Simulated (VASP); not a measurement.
Here is the system:

```xyz
1
Lattice="0.0000 3.1008 3.1008 3.1008 0.0000 3.1008 3.1008 3.1008 0.0000" Properties=species:S:1:pos:R:3 pbc="T T T"
Sr     0.0000     0.0000     0.0000
```

All values below come from PBE GGA, VASP's PBE PAW potentials (set 64) (plane waves; VASP). Settings: 150 eV cut-off, 9×9×9 Γ-centred mesh, first-order Methfessel-Paxton smearing of 0.10 eV, potentials Sr_sv.

At this cut-off the stress carries a Pulay error, which pulls relaxed volumes low.

Problem. What does the run give for the energy per atom (σ→0), pressure, band gap (on the k-mesh) with the smallest direct gap where there is one?

Solution. 
```yaml
band gap (on the k-mesh): none (metal, semimetal or under 0.01 eV)
energy per atom (σ→0): -1.783 eV/atom
pressure: -6.66 GPa
```

The compound is Sr in the fcc structure. The cell was not relaxed at this level. The run is one of a series of settings (ENCUT = 150 against the base run), some of them coarse on purpose.
